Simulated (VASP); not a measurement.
Consider the following.

```
CELL_PARAMETERS angstrom
      2.00430    -3.47155     0.00000
      2.00430     3.47155     0.00000
      0.00000     0.00000     5.23260
ATOMIC_POSITIONS crystal
  Ni 0.00000 0.00000 0.50000
  Ni 0.00000 0.00000 0.00000
  Sb 0.33333 0.66667 0.25000
  Sb 0.66667 0.33333 0.75000
```

The numbers are results of PBE GGA, VASP's PBE PAW potentials (set 64) (plane waves; VASP), not measurements. Run with 400 eV cut-off, 7×7×5 Γ-centred mesh, first-order Methfessel-Paxton smearing of 0.10 eV, potentials Ni Sb.

Problem. Give the stress tensor in GPa (positive for a compressed cell).

Solution. 
```
-3.44   0.00   0.00
 0.00  -3.44   0.00
 0.00   0.00  -3.77
```
The pressure is its mean diagonal, -3.55 GPa.

The compound is NiSb in the NiAs type structure. The cell was not relaxed at this level. The run is not spin-polarised, so no magnetic state was tried.
